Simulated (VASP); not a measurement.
Method: PBEsol GGA, VASP's PBE PAW potentials (set 64) (plane waves; VASP).

The input files of a VASP run:

POSCAR:
```
Be3CdS4
10.1993370
  0.5000000159   0.0000000000   0.0000000000
  0.0000000000   0.5000000159   0.0000000000
  0.0000000000   0.0000000000   0.5000000159
Cd S Be
1 4 3
Cartesian
  0.5000000159   0.5000000159   0.5000000159
  0.1372245274   0.1372245274   0.1372245274
  0.3627754886   0.3627754886   0.1372245274
  0.3627754886   0.1372245274   0.3627754886
  0.1372245274   0.3627754886   0.3627754886
  0.2500000080   0.2500000080   0.5000000159
  0.2500000080   0.0000000000   0.2500000080
  0.5000000159   0.2500000080   0.2500000080
```

KPOINTS:
```
Regular mesh
0
gamma
  5 5 5
0 0 0
```

INCAR:
```
# general
SYSTEM  = Be3CdS4
PREC    = Accurate
ENCUT   = 400
LREAL   = .FALSE.
LASPH   = .TRUE.

# electronic loop
EDIFF   = 1E-7
NELM    = 100
ALGO    = Normal
LMAXMIX = 4

# smearing
ISMEAR  = -5

# functional
GGA     = PS

# ions
ISIF    = 2

# output
LWAVE   = .FALSE.
LCHARG  = .TRUE.
LORBIT  = 11
NEDOS   = 601

# other
LEFG    = .TRUE.
```

POTCAR, in this order: Cd S Be (PBE.64 set). Program: vasp_std.

Task: What will the output report for the number of irreducible k-points (NKPTS), number of bands (NBANDS), largest plane-wave count, number of space-group operations, FFT grid (NGX, NGY, NGZ)?

Result: 
| Item | Result |
|---|---|
| number of irreducible k-points (NKPTS) | 10 |
| number of bands (NBANDS) | 26 |
| largest plane-wave count | 2469 |
| number of space-group operations | 24 |
| FFT grid (NGX, NGY, NGZ) | 36 × 36 × 36 |

The structure was generated: Be3CdS4 was put into an ordered model structure (P-43m), which need not be its known phase. It was relaxed first.
